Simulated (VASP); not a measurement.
Input:

```
KI
1.0
    0.00000     3.50688     3.50688
    3.50688     0.00000     3.50688
    3.50688     3.50688     0.00000
K I
1 1
Direct
  0.00000   0.00000   0.00000
  0.50000   0.50000   0.50000
```

These are r2SCAN+rVV10, VASP's PBE PAW potentials (set 64) (plane waves; VASP) values and carry that method's errors. Settings: 520 eV cut-off, 6×6×6 Γ-centred mesh, Gaussian smearing of 0.050 eV, potentials K_sv I.

Unless said otherwise, spin-orbit coupling is left out, though it shifts the bands of the heavy elements here.

Task: What does the run give for the energy per atom (σ→0), band gap (on the k-mesh) with the smallest direct gap where there is one?

Result: 
```yaml
band gap (on the k-mesh): 4.57 eV
smallest direct gap (on the k-mesh): 4.57 eV
energy per atom (σ→0): -16719 meV/atom
```

Total energies compare only between runs with the same potentials, cut-off and functional.

The compound is KI in the rock salt structure. It was relaxed first. The start is the result of an earlier pass.
